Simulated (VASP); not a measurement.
Input:

```
CELL_PARAMETERS angstrom
      3.96586     0.00000     0.00000
      0.00000     3.96586     0.00000
      0.00000     0.00000     3.96586
ATOMIC_POSITIONS crystal
  Sc 0.00000 0.00000 0.00000
  Al 0.00000 0.50000 0.50000
  Al 0.50000 0.00000 0.50000
  Al 0.50000 0.50000 0.00000
```

Calculation: PBE GGA with D3 dispersion (Becke-Johnson damping), VASP's PBE PAW potentials (set 64) (plane waves; VASP 6.6.1). Numerical set-up: 520 eV cut-off, 8×8×8 Γ-centred mesh, first-order Methfessel-Paxton smearing of 0.10 eV, potentials Sc_sv Al.

Task: Give the stress tensor in GPa (positive for a compressed cell).

Result: 
```
6.75  0.00  0.00
0.00  6.75  0.00
0.00  0.00  6.75
```
The pressure is its mean diagonal, 6.75 GPa.

The compound is Al3Sc in the L1_2 structure. This cell is one point of a volume scan, at 0.94 of the reference volume.
